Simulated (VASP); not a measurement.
VASP ran on this input.

**INCAR**
```
ALGO=Normal
EDIFF=1E-6
ENCUT=300
GGA=PE
ISIF=2
ISMEAR=-1
LASPH=T
LCHARG=F
LMAXMIX=4
LREAL=F
LWAVE=F
NELM=100
PREC=Accurate
SIGMA=0.1
SYSTEM=AlRu
```

File POSCAR:
```
AlRu
1.0
  2.9900000000   0.0000000000   0.0000000000
  0.0000000000   2.9900000000   0.0000000000
  0.0000000000   0.0000000000  21.4750000000
Al Ru
3 3
Cart
  1.4872170300   1.4642657900   7.0142504000
  1.4979630900   1.4553256900   9.9558100000
  1.4099584200   1.4322997000  12.9742286250
  0.0829246600   0.0959520900   8.4603769000
  0.0008372000  -0.0037913200  11.5299704500
  0.0060966100   0.0409480500  14.4903421500
```

File KPOINTS:
```
Regular mesh
0
gamma
  2 2 1
0 0 0
```

POTCAR, in this order: Al Ru_pv (PBE.64 set). Program: vasp_std.

Q: Write an equivalent input for Ansatz.

A: One equivalent input (not run):
Ansatz 0.2 input:
```yaml
crystal:
  lattice:
    - [2.9900000, 0.0000000, 0.0000000]
    - [0.0000000, 2.9900000, 0.0000000]
    - [0.0000000, 0.0000000, 21.4750000]
  atoms:
    - { symbol: Al, position: [0.4973970, 0.4897210, 0.3266240] }
    - { symbol: Al, position: [0.5009910, 0.4867310, 0.4636000] }
    - { symbol: Al, position: [0.4715580, 0.4790300, 0.6041550] }
    - { symbol: Ru, position: [0.0277340, 0.0320910, 0.3939640] }
    - { symbol: Ru, position: [0.0002800, -0.0012680, 0.5369020] }
    - { symbol: Ru, position: [0.0020390, 0.0136950, 0.6747540] }
kpoints:
  mp_grid: { grid: [2, 2, 1] }
hamiltonian:
  xc: pbe
  pseudopotentials: { kind: paw }
scf:
  occupations: { method: fermi_dirac, width: 0.1 }
  max_iter: 100
output: { forces: true, stress: true, eigenvalues: true }
```
Limits of the translation: each code has its own PAW files, so the cut-off isn't converted (ENCUT is set for VASP's; basis.ecutwfc is left out, and Ansatz then takes the one that its files recommend); Ansatz stops its SCF on the density residual and VASP on the energy change (EDIFF).

The cell is a sheet with vacuum, built from a generated structure.
